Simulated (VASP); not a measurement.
**MgH8Cl2O4: single point with PBE+D3(BJ)**

The system is MgH8Cl2O4.

```xyz
15
Lattice="5.5113 0.0000 0.0000 0.0000 5.5113 0.0000 0.0000 0.0000 5.5113" Properties=species:S:1:pos:R:3 pbc="T T T"
O     1.6439    5.4178    1.0769
O     0.3967    4.1631    4.0156
O     4.6899    0.7140    5.9318
O     4.3441    2.9996    2.2943
H     2.0887    4.5107    0.8457
H     1.4942    5.4186    2.0527
H     1.0619    4.8587    3.9765
H     0.7957    3.5012    4.6209
H     5.6402    0.3637    6.0230
H     4.2649    0.4155    5.1046
H     4.9367    3.3276    3.0533
H     4.4824    3.7240    1.6677
Mg    3.2135    1.3910    1.4575
Cl    2.6941    0.6372    3.5609
Cl    2.8796    3.0960    5.3697
```

The cell was built by a generator and needn't be a form met in nature.

* Program: VASP 6.6.1
* Task: single point
* Functional: PBE
* Dispersion: D3(BJ)
* Potentials or basis: VASP PAW PBE potentials, release 64 (O, H, Mg, Cl)
* Cutoff: 520 eV
* k mesh: 1 × 1 × 1
* Occupations: fermi-dirac, width 0.02 eV
* Spin: no spin polarisation

```yaml
Pressure: 2.6 GPa
Largest_force: 1.354 eV/Å
Band_gap_on_the_k_mesh: 4.29 eV, direct
Dispersion_energy_per_atom: -0.073 eV
```

Forces on the atoms (eV/Å):
```
O   -0.083 -0.169  0.021
O   -1.073 -0.746  0.354
O    1.064 -0.465  0.207
O    0.582  0.101  0.711
H   -0.287  0.331 -0.178
H    0.114 -0.305 -0.068
H    0.835  0.599 -0.173
H    0.247  0.049 -0.088
H   -0.941  0.166 -0.185
H    0.317 -0.306 -0.615
H   -0.545 -0.371 -0.288
H   -0.255  0.008 -0.598
Mg   0.219  1.029  0.190
Cl   0.246 -0.194  0.596
Cl  -0.440  0.272  0.113
```

Stress tensor (GPa, compression positive):
```
 1.24 -0.20  0.51
-0.20  1.52  0.60
 0.51  0.60  5.08
```

Levels at points of the mesh, in eV from the valence-band top:
```
           k point  band 20  band 21  band 22  band 23  band 24  band 25  band 26  band 27  band 28  band 29
(0.00, 0.00, 0.00)    -1.31    -1.26    -0.99    -0.66     0.00     4.29     7.19     7.63     8.02     8.61
```

Wall time 16 s on 1 thread of Intel(R) Xeon(R) Platinum 8488C (Sapphire Rapids), with other jobs on the host, peak memory 0.24 GiB.

PBE gaps usually lie below the measured ones, often by a third to a half.
